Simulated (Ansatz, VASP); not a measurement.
**Two plane-wave programs on CoPb3**

File INCAR:

```
SYSTEM = CoPb3
ALGO = Normal
EDIFF = 1E-6
ENCUT = 520
GGA = PS
ISIF = 2
ISMEAR = 0
ISPIN = 2
LASPH = .TRUE.
LCHARG = .FALSE.
LMAXMIX = 4
LORBIT = 11
LREAL = .FALSE.
LWAVE = .FALSE.
MAGMOM = 0 0 0 2
NBANDS = 38
NELM = 150
PREC = Accurate
SIGMA = 0.1
```

Contents of KPOINTS:

```
k-points
0
G
  10 10 10
  0 0 0
```

Contents of POSCAR:

```
CoPb3
1.0
    4.2766839701      0.0000000000      0.0000000000
    0.0000000000      4.2766839701      0.0000000000
    0.0000000000      0.0000000000      4.2766839701
Pb Co
3 1
Direct
    0.0000000000      0.5000000000      0.5000000000
    0.5000000000      0.0000000000      0.5000000000
    0.5000000000      0.5000000000      0.0000000000
    0.0000000000      0.0000000000      0.0000000000
```

Input for Ansatz:

```yaml
crystal:
  lattice:
    - [4.2766839701, 0.0, 0.0]
    - [0.0, 4.2766839701, 0.0]
    - [0.0, 0.0, 4.2766839701]
  atoms:
    - { symbol: Pb, position: [0.0, 0.5, 0.5] }
    - { symbol: Pb, position: [0.5, 0.0, 0.5] }
    - { symbol: Pb, position: [0.5, 0.5, 0.0] }
    - { symbol: Co, position: [0.0, 0.0, 0.0], spin: 2.0 }
basis:
  ecutwfc: 420
kpoints:
  mp_grid: { grid: [10, 10, 10] }
hamiltonian:
  xc: pbesol
scf:
  occupations: { method: gaussian, width: 0.1 }
  lower_state_search: "off"
output:
  forces: true
  stress: true
  eigenvalues: true
  populations: true
magnetization:
  spin_polarized: true
```

Alike in both runs: task single point; functional PBEsol; k mesh 10 × 10 × 10; occupations gaussian, width 0.1 eV; collinear spin.

|  | VASP | Ansatz |
| --- | --- | --- |
| version | VASP 6.6.1 | Ansatz 0.2.0 |
| potentials or method | VASP PAW PBE potentials, release 64 (Pb_d, Co) | scalar-relativistic, plane waves, PAW |
| plane-wave cutoff (eV) | 520 | 420 |
| valence electrons in the cell | 51 | 59 |

|  | VASP | Ansatz | Ansatz less VASP |
| --- | --- | --- | --- |
| gap on the k mesh at the Fermi level (eV) | none | none | - |
| pressure (GPa) | 21.7 | 21.9 | +0.18 |
| net moment per atom (μB) | 0.25 | 0.25 | +0.003 |
| size of the moment on the site where the two differ most (μB) | 1.00 | 1.03 | +0.029 |

Site moments also hang on the region over which each program counts them. A gap of «none» marks a metal or a gap that the smearing closes. With one functional, cell and mesh, what is left measures potentials, basis and numerics. The two sets of potentials don't hold the same shells in valence.

Caveats: so large a pressure means that the cell lies far from this level's equilibrium, or that cutoff or potentials fall short (VASP); the potentials were made for another functional, which shifts forces and pressure (VASP). Spin-orbit coupling is left out, which matters for the levels of Pb.
